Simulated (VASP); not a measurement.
Output of a VASP run:

File OSZICAR:
```
       N       E                     dE             d eps       ncg     rms          rms(c)
DAV:   1     0.154314750413E+03    0.15431E+03   -0.94539E+03  2666   0.141E+03
DAV:   2     0.306424934877E+01   -0.15125E+03   -0.14769E+03  2810   0.352E+02
DAV:   3    -0.952687065504E+01   -0.12591E+02   -0.12388E+02  3506   0.104E+02
DAV:   4    -0.983837502150E+01   -0.31150E+00   -0.31135E+00  2910   0.192E+01
DAV:   5    -0.985020462692E+01   -0.11830E-01   -0.11829E-01  3842   0.371E+00    0.449E+00
DAV:   6    -0.946045389364E+01    0.38975E+00   -0.11938E+00  4046   0.919E+00    0.304E+00
DAV:   7    -0.945721967114E+01    0.32342E-02   -0.11683E-01  2900   0.203E+00    0.163E+00
DAV:   8    -0.945713583739E+01    0.83834E-04   -0.11412E-02  3008   0.133E+00    0.148E-01
DAV:   9    -0.945688349489E+01    0.25234E-03   -0.21775E-03  4180   0.450E-01    0.743E-02
DAV:  10    -0.945695149010E+01   -0.67995E-04   -0.17826E-04  2894   0.918E-02    0.318E-02
DAV:  11    -0.945695099214E+01    0.49796E-06   -0.22235E-05  3310   0.571E-02    0.875E-03
DAV:  12    -0.945695113320E+01   -0.14106E-06   -0.18031E-06  3526   0.194E-02    0.347E-03
DAV:  13    -0.945695108086E+01    0.52333E-07   -0.19320E-07  2272   0.456E-03
   1 F= -.94569511E+01 E0= -.94569376E+01  d E =-.270123E-04
```

OUTCAR:
```
------------------------ aborting loop because EDIFF is reached ----------------------------------------
  FORCE on cell =-STRESS in cart. coord.  units (eV):
  Direction    XX          YY          ZZ          XY          YZ          ZX
  --------------------------------------------------------------------------------------
  Total        0.0184308      0.0184308      0.0177127     -0.0634215      0.0000000      0.0000000
  in kB        0.5751484      0.5751484      0.5527398     -1.9791171      0.0000000      0.0000000
  external PRESSURE =       0.5676789 kB  Pullay stress =       0.0000000 kB
  volume of cell :       51.34
      direct lattice vectors                 reciprocal lattice vectors
     0.014749892  2.949978382  2.949978382    -0.170344490  0.170344490  0.169492767
     2.949978382  0.014749892  2.949978382     0.170344490 -0.170344490  0.169492767
     2.964728274  2.964728274  0.000000000     0.168649520  0.168649520 -0.169492767
  FREE ENERGIE OF THE ION-ELECTRON SYSTEM (eV)
  ---------------------------------------------------
  free  energy   TOTEN  =        -9.4569510809 eV

  energy  without entropy=       -9.4569240686  energy(sigma->0) =       -9.45693757
```
(Selected blocks of OUTCAR.)

### POSCAR
```
PbS
1
    0.0147498919     2.9499783819     2.9499783819
    2.9499783819     0.0147498919     2.9499783819
    2.9647282738     2.9647282738     0.0000000000
Pb S
1 1
Direct
  0.0000000000   0.0000000000   0.0000000000
  0.5000000000   0.5000000000   0.5000000000
```

Problem. Reconstruct the remaining input files.

Solution. Several could match; the one computed here: the input of the run itself, PBEsol GGA, plane waves, VASP's PBE PAW potentials (set 64).

KPOINTS:
```
Automatic mesh
0
Gamma
8 8 8
0 0 0
```

**INCAR**
```
# general
SYSTEM   =  PbS
PREC     =  Accurate
ENCUT    =  480
LREAL    =  F
LASPH    =  T

# electronic loop
EDIFF    =  1E-7
NELM     =  100
ALGO     =  Normal
LMAXMIX  =  4   # l cut-off of mixed one-centre charges

# smearing
ISMEAR   =  0   # Gaussian
SIGMA    =  0.05   # width (eV)

# functional
GGA      =  PS   # PBEsol

# ions
ISIF     =  2

# output
LWAVE    =  F
LCHARG   =  F
```

POTCAR, in this order: Pb_d S (PBE.64 set). Program: vasp_std.

The compound is PbS in the rock salt structure. This cell was strained or had an atom moved on purpose.
